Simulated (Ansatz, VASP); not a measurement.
# Cross-check of LiHgBr3 between VASP and Ansatz, part 3 of 3

One calculation is typed for both programs; each brings its own data sets. How far apart do they land? The cell is generated by rule, not measured, and may not be a known phase. Of the first pair: The cell is taken from a series of runs on this material, whose earlier steps may have relaxed, scaled, displaced or heated it; both programs get it as it stands.

VASP 6.6.1 and Ansatz 0.2.0.

So far: VASP: relaxation of cell and atoms, PBEsol, pair 1; Ansatz: relaxation of cell and atoms, PBEsol, pair 1; Comparison; Ansatz: relaxation of cell and atoms, PBEsol, pair 2; VASP: relaxation of cell and atoms, PBEsol, pair 2; Side by side.

**8. Ansatz: relaxation of cell and atoms, PBEsol, pair 3**

Level of this step: Ansatz beside VASP: Kohn-Sham DFT, plane waves, PBEsol (Ansatz).

The relaxed volume is the usual yardstick between codes: in a stiff, nearly cubic crystal its relative difference is about their pressure difference at one cell divided by the bulk modulus. Its start cell is another than that of the pair before, and may be another structure of the material.

The two relaxations start from unlike cells of this crystal (the structure described is Ansatz's start), so only their ends are compared.

The input, input.yaml:

```yaml
crystal:
  lattice:
    - [3.89881, 0.0, 0.0]
    - [0.0, 3.89881, 0.0]
    - [0.0, 0.0, 3.89881]
  atoms:
    - { symbol: Li, position: [0.0, 0.0, 0.0] }
    - { symbol: Hg, position: [0.5, 0.5, 0.5] }
    - { symbol: Br, position: [0.0, 0.5, 0.5] }
    - { symbol: Br, position: [0.5, 0.0, 0.5] }
    - { symbol: Br, position: [0.5, 0.5, 0.0] }
kpoints:
  mp_grid: { grid: [6, 6, 6] }
hamiltonian:
  xc: pbesol
scf:
  occupations: { method: gaussian, width: 0.1 }
output:
  forces: true
  stress: true
  eigenvalues: true
relax:
  adjacent_minimum: "off"
  f_tol: 0.05
  max_steps: 80
  cell: { stress_tol: 0.5 }
```

Run with:

```sh
> ansatz run input.yaml --threads 8 --pin off --max-ram 14336MiB --backend cpu --events-out ev --progress --plain --runs-dir out
```

Numbers of over 12 decimals in the logs are rounded to 6 here.

The program printed:

```text
[...]
Crystal: 5 atoms, lattice volume = 59.265 Å³
Basis set: ecut = 420 eV, 1189 PW (Γ), exchange–correlation on 54×54×54 points (8 copies of the dense FFT grid, shifted against one another)
Bands: 27, of which v1, the nominal top of the filled ones, is band 22 counted from 1 (21 counted from 0)
Symmetry: 48 space group operations
[...]
k-points: 20 of 216
[...]
--- Relaxed structure (12 steps of the walk, 12 accepted, 2 SCFs on fresh bases) ---
[...]
cell:  # Å, volume = 162.4775 Å³
    - [5.456712, 0, 0]
    - [0, 5.456712, 0]
    - [0, 0, 5.456712]
  atoms:
    - { symbol: Li, position: [0, 0, 0] }
    - { symbol: Hg, position: [0.500000, 0.500000, 0.500000] }
    - { symbol: Br, position: [0, 0.500000, 0.500000] }
    - { symbol: Br, position: [0.500000, 0, 0.500000] }
    - { symbol: Br, position: [0.500000, 0.500000, 0] }
[key lines of the parts left out:]
SCF converged after 7 iterations
Free energy (F): -22083.313952 eV
Fermi energy:    3.078924 eV
P = ⅓ Tr σ = 0.0691 GPa (0.691 kbar)
```

**9. VASP: relaxation of cell and atoms, PBEsol, pair 3**

Its own start cell and the same functional, mesh and smearing now go to VASP, with its own data sets.

The input, INCAR:

```
SYSTEM = LiHgBr3
PREC = Accurate
ENCUT = 750
EDIFF = 1E-07
NELM = 120
ISMEAR = 0
SIGMA = 0.1
LREAL = .FALSE.
ALGO = Normal
GGA = PS
NBANDS = 24
LORBIT = 11
LWAVE = .FALSE.
LCHARG = .FALSE.
ISIF = 3
IBRION = 2
NSW = 80
EDIFFG = -0.005
LASPH = .TRUE.
GGA_COMPAT = .FALSE.
NELMIN = 4
KPAR = 2
```

The input, POSCAR:

```
LiHgBr3
1.0
    5.4621320640      0.0000000000      0.0000000000
    0.0000000000      5.4621320640      0.0000000000
    0.0000000000      0.0000000000      5.4621320640
Li Hg Br
1 1 3
Direct
    0.0000000000      0.0000000000      0.0000000000
    0.5000000000      0.5000000000      0.5000000000
    0.0000000000      0.5000000000      0.5000000000
    0.5000000000      0.0000000000      0.5000000000
    0.5000000000      0.5000000000      0.0000000000
```

The input, KPOINTS:

```
Automatic mesh
0
Gamma
6 6 6
0 0 0
```

Potentials, in the order of the species: Li_sv, Hg and Br (PBE family, release 64).

Run with:

```sh
> mpirun -np 2 vasp_std
```

The program printed:

```text
[... set-up lines as in an earlier step ...]
 entering main loop
       N       E                     dE             d eps       ncg     rms          rms(c)
DAV:   1     0.289734394214E+03    0.28973E+03   -0.17866E+04   960   0.173E+03
DAV:   2     0.134284946999E+02   -0.27631E+03   -0.26455E+03  1208   0.301E+02
DAV:   3    -0.107838161956E+02   -0.24212E+02   -0.24096E+02  1184   0.874E+01
DAV:   4    -0.117940081223E+02   -0.10102E+01   -0.10078E+01  1648   0.141E+01
[...]
DAV:  14    -0.109301725286E+02    0.10159E-05   -0.32324E-06  1424   0.114E-02    0.946E-03
DAV:  15    -0.109301722816E+02    0.24692E-06   -0.15840E-06  1112   0.112E-02    0.138E-03
DAV:  16    -0.109301723024E+02   -0.20793E-07   -0.22590E-07  1152   0.363E-03
   1 F= -.10930172E+02 E0= -.10927640E+02  d E =-.109302E+02
[...]
N       E                     dE             d eps       ncg     rms          rms(c)
DAV:   1    -0.109358712405E+02   -0.56990E-02   -0.11311E-01  1112   0.264E+00    0.487E-01
DAV:   2    -0.109313521544E+02    0.45191E-02   -0.10287E-02  1160   0.941E-01    0.188E-01
DAV:   3    -0.109306741381E+02    0.67802E-03   -0.18837E-03  1168   0.302E-01    0.176E-01
DAV:   4    -0.109305962505E+02    0.77888E-04   -0.13693E-04  1064   0.744E-02    0.328E-02
DAV:   5    -0.109305856472E+02    0.10603E-04   -0.42854E-05  1216   0.631E-02    0.138E-02
DAV:   6    -0.109305853385E+02    0.30868E-06   -0.50025E-06  1112   0.155E-02    0.586E-03
DAV:   7    -0.109305853010E+02    0.37478E-07   -0.51314E-07  1056   0.728E-03
   2 F= -.10930585E+02 E0= -.10928087E+02  d E =-.412999E-03
 trial-energy change:   -0.000413  1 .order   -0.000411   -0.000745   -0.000078
 step:   1.1152(harm=  1.1170)  dis= 0.00000  next Energy=   -10.930590 (dE=-0.417E-03)
 reached required accuracy - stopping structural energy minimisation
```

Parts of OUTCAR (step 9):

```text
  Total        0.0168014      0.0168014      0.0168014     -0.0000000     -0.0000000      0.0000000
  in kB        0.1644196      0.1644196      0.1644196     -0.0000000     -0.0000000      0.0000000
  external PRESSURE =       0.1644196 kB  Pullay stress =       0.0000000 kB

 POSITION                                       TOTAL-FORCE (eV/Angst)
 -----------------------------------------------------------------------------------
      0.00000      0.00000      0.00000         0.000000      0.000000      0.000000
      2.73529      2.73529      2.73529         0.000000      0.000000      0.000000
     -0.00000      2.73529      2.73529         0.000000     -0.000000      0.000000
      2.73529     -0.00000      2.73529         0.000000     -0.000000      0.000000
      2.73529      2.73529      0.00000        -0.000000     -0.000000      0.000000
 -----------------------------------------------------------------------------------
    total drift:                                0.000000     -0.000000      0.000000

  FREE ENERGIE OF THE ION-ELECTRON SYSTEM (eV)
  ---------------------------------------------------
  free  energy   TOTEN  =       -10.9305853010 eV

  energy  without entropy=      -10.9255894605  energy(sigma->0) =      -10.92808738

[... 1 part as in an earlier step ...]

[... 3 further parts left out ...]
[key lines of the parts left out:]
E-fermi :   0.0170
```

**10. Differences**

What differs besides the data sets and the points named for the pairs above, as far as they apply: the data sets hold 44 valence electrons in Ansatz (on its default PAW (the set named soft_2) files) and 36 in VASP. Total energies have different zeros and are not compared.

Both answers:

```tsv
quantity	Ansatz	VASP	difference
volume (Å³)	162.48	163.72	-0.76 %
edge a after relaxation, in the typed setting (Å)	5.457	5.471	-0.25 %
```

**11. Summary of results**

```
difference in volume (relaxation of cell and atoms, PBEsol, pair 1) : -0.64 %
difference in volume (relaxation of cell and atoms, PBEsol, pair 2) : -0.31 %
difference in volume (relaxation of cell and atoms, PBEsol, pair 3) : -0.76 %
```

In words: The difference in volume is -0.76 % (relaxation of cell and atoms, PBEsol, pair 3), within the 1.2 % picked in this series as the mark of a large difference, as far as the stopping tolerances let one tell. The data sets hold unlike numbers of valence electrons (44 in Ansatz and 36 in VASP), so part of the differences comes from the potentials. 1 further run of this series is not shown here. Such differences can come from data sets, numerical settings and the points named under the comparisons, not from the functional's error against experiment.

[Lines on the potential files, build, host, timing and source positions are cut from VASP's logs without a mark.]

[Logs are printed without paths, hosts, clocks, repeated set-up lines and the standing remarks that a program may print on its own settings, such as how far it seeks lower states.]

[Hosts, paths, dates, database ids (printed as entryN), source tags and the programs' standing remarks are cut or masked in the printed files.]
